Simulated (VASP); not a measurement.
Be2CdS3:

```
CELL_PARAMETERS angstrom
3.03030 -5.41118 0.04463
3.19490 5.50513 -0.03067
-1.87574 -0.06890 5.93658
ATOMIC_POSITIONS crystal
Be 0.43524 0.58850 0.48906
Be 0.58906 0.39804 0.97329
Be 0.26272 0.72235 0.03512
Be 0.74322 0.28599 0.50956
Cd 0.90819 0.10281 0.00088
Cd 0.08819 0.93705 0.51815
S 0.72107 0.94341 0.58631
S 0.34582 0.54981 0.13518
S 0.56000 0.34817 0.66649
S 0.95786 0.77090 0.06714
S 0.15703 0.60131 0.62916
S 0.57093 0.12405 0.13521
```

The cell was built by a generator and needn't be a form met in nature.

```yaml
Program: VASP 6.6.1
Task: relaxation of cell and atoms
Functional: PBE
Potentials_or_basis: VASP PAW PBE potentials, release 64 (Be, Cd, S)
Cutoff: 520 eV
k_mesh: 3 × 3 × 3
Occupations: gaussian, width 0.05 eV
Spin: no spin polarisation
```

At the start: pressure 10.8 GPa; volume 16.82 Å³/atom.

How do energy, volume and symmetry change on relaxing?

Over 21 steps the energy falls by 358.4 meV/atom and the volume is 17.67 Å³/atom (+5.1 %); space group Cc (No. 9, to 0.05 Å).

The path:
| step | energy change (eV) | largest force (eV/Å) | pressure (GPa) | volume (Å³) |
| --- | --- | --- | --- | --- |
| 1 | 0.0000 | 11.1762 | 10.80 | 201.80 |
| 2 | -2.8813 | 1.2685 | -5.21 | 236.48 |
| 3 | -3.4626 | 1.9784 | -1.64 | 219.13 |
| 4 | -3.4638 | 1.8383 | -2.01 | 220.56 |
| 5 | -3.4652 | 1.9058 | -1.86 | 219.90 |
| 6 | -3.9914 | 0.8509 | -0.93 | 215.18 |
| 7 | -4.1201 | 0.7607 | 0.35 | 211.53 |
| 8 | -4.2149 | 0.3757 | 0.06 | 212.07 |
| 9 | -4.2393 | 0.3921 | -0.07 | 212.49 |
| 10 | -4.2724 | 0.2224 | -0.08 | 212.37 |
| 11 | -4.2801 | 0.2050 | -0.08 | 212.29 |
| 12 | -4.2922 | 0.1189 | 0.04 | 211.90 |
| 13 | -4.2950 | 0.1108 | 0.12 | 211.64 |
| 14 | -4.2951 | 0.1136 | 0.14 | 211.60 |
| 15 | -4.2991 | 0.0602 | -0.06 | 212.15 |
| 16 | -4.2993 | 0.0589 | -0.14 | 212.31 |
| 17 | -4.3005 | 0.0388 | 0.10 | 211.69 |
| 18 | -4.3005 | 0.0365 | 0.11 | 211.71 |
| 19 | -4.3009 | 0.0400 | -0.04 | 212.08 |
| 20 | -4.3009 | 0.0390 | -0.03 | 212.11 |
| 21 | -4.3013 | 0.0203 | -0.06 | 212.10 |

Final structure:
```yaml
crystal:
  lattice:
    - [3.17995, -5.57091, 0.00187]
    - [3.18072, 5.57573, 0.00232]
    - [-1.92633, -0.00147, 5.98179]
  atoms:
    - { symbol: Be, position: [0.42779, 0.59815, 0.49952] }
    - { symbol: Be, position: [0.59489, 0.43060, 0.99978] }
    - { symbol: Be, position: [0.26230, 0.74741, 0.99748] }
    - { symbol: Be, position: [0.74435, 0.26489, 0.49743] }
    - { symbol: Cd, position: [0.92275, 0.10293, 0.00857] }
    - { symbol: Cd, position: [0.10148, 0.92598, 0.50887] }
    - { symbol: S, position: [0.74543, 0.96550, 0.59115] }
    - { symbol: S, position: [0.34807, 0.51008, 0.13996] }
    - { symbol: S, position: [0.50761, 0.35155, 0.64022] }
    - { symbol: S, position: [0.96277, 0.74772, 0.09153] }
    - { symbol: S, position: [0.13683, 0.58790, 0.63550] }
    - { symbol: S, position: [0.58506, 0.13965, 0.13553] }
```
